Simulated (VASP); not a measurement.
Given:

```yaml
crystal:
  lattice:
    - [0.00000, 2.29784, 2.29784]
    - [2.29784, 0.00000, 2.29784]
    - [2.29784, 2.29784, 0.00000]
  atoms:
    - { symbol: Zr, position: [0.00000, 0.00000, 0.00000] }
    - { symbol: N, position: [0.50000, 0.50000, 0.50000] }
```

Computed with PBE GGA, VASP's PBE PAW potentials (set 64) (plane waves; VASP). Numerical set-up: 520 eV cut-off, Gaussian smearing of 0.050 eV, potentials Zr_sv N.

Question: Give the energies of bands 6 to 11 at the high-symmetry points, in eV from the Fermi level.

Answer: 
```tsv
band	Γ	X	U	L	W
6	-2.68	-4.60	-5.51	-7.66	-5.44
7	-2.68	-3.49	-4.77	-5.69	-4.77
8	-2.68	-3.19	-4.47	-5.69	-4.77
9	-0.43	-3.19	-0.74	2.95	0.98
10	-0.43	3.30	3.34	3.02	0.98
11	-0.43	4.45	3.60	3.02	4.46
```

It has no gap at this level: it comes out as a metal or semimetal.

The compound is ZrN in the rock salt structure. It was relaxed first. The electron count is odd and the run is not spin-polarised, which forces a metal.
